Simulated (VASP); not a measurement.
These are PBE GGA, VASP's PBE PAW potentials (set 64) (plane waves; VASP) values and carry that method's errors.

The input files of a VASP run:

**POSCAR**
```
KI
1.0
  0.0000000000   3.5350000000   3.5350000000
  3.5350000000   0.0000000000   3.5350000000
  3.5350000000   3.5350000000   0.0000000000
K I
1 1
direct
  0.0000000000   0.0000000000   0.0000000000
  0.5000000000   0.5000000000   0.5000000000
```

### INCAR
```
# general
SYSTEM  =KI
PREC    =Accurate
ENCUT   =400
LREAL   =F   # projection in real space or not
LASPH   =T
KSPACING=0.2
KGAMMA  =T

# electronic loop
EDIFF   =1E-6
NELM    =100   # most electronic steps
ALGO    =Normal
LMAXMIX =4   # l cut-off of mixed one-centre charges

# smearing
ISMEAR  =0   # Gaussian
SIGMA   =0.05   # width (eV)

# functional
GGA     =PE

# ions
ISIF    =2

# output
LWAVE   =F
LCHARG  =F
```

POTCAR, in this order: K_sv I (PBE.64 set). Program: vasp_std.

Gaps are read on the run's mesh, which can miss a band edge. Unless said otherwise, spin-orbit coupling is left out, though it shifts the bands of the heavy elements here.

Q: What does the run give for the energy per atom (σ→0), band gap (on the k-mesh)?

A: 
| Item | Result |
|---|---|
| energy per atom (σ→0) | -2.778 eV/atom |
| band gap (on the k-mesh) | 3.96 eV |

OSZICAR:
```
...
DAV:   7    -0.555089404626E+01    0.42520E-02   -0.13376E-01   864   0.207E+00    0.805E-01
DAV:   8    -0.555620013912E+01   -0.53061E-02   -0.14805E-02   880   0.876E-01    0.106E-01
DAV:   9    -0.555666346481E+01   -0.46333E-03   -0.91423E-04   892   0.199E-01    0.696E-02
DAV:  10    -0.555687864495E+01   -0.21518E-03   -0.21155E-04   844   0.994E-02    0.207E-02
DAV:  11    -0.555689740959E+01   -0.18765E-04   -0.36824E-05   876   0.375E-02    0.120E-02
DAV:  12    -0.555689845024E+01   -0.10406E-05   -0.44750E-06   876   0.173E-02    0.113E-02
DAV:  13    -0.555689884141E+01   -0.39117E-06   -0.10899E-06   628   0.696E-03
   1 F= -.55568988E+01 E0= -.55568988E+01  d E =-.940293E-16
```

The compound is KI in the rock salt structure. The cell was not relaxed at this level. The run is one of a series of settings (KGAMMA = .TRUE., KSPACING = 0.2, KPOINTS file removed against the base run), some of them coarse on purpose.
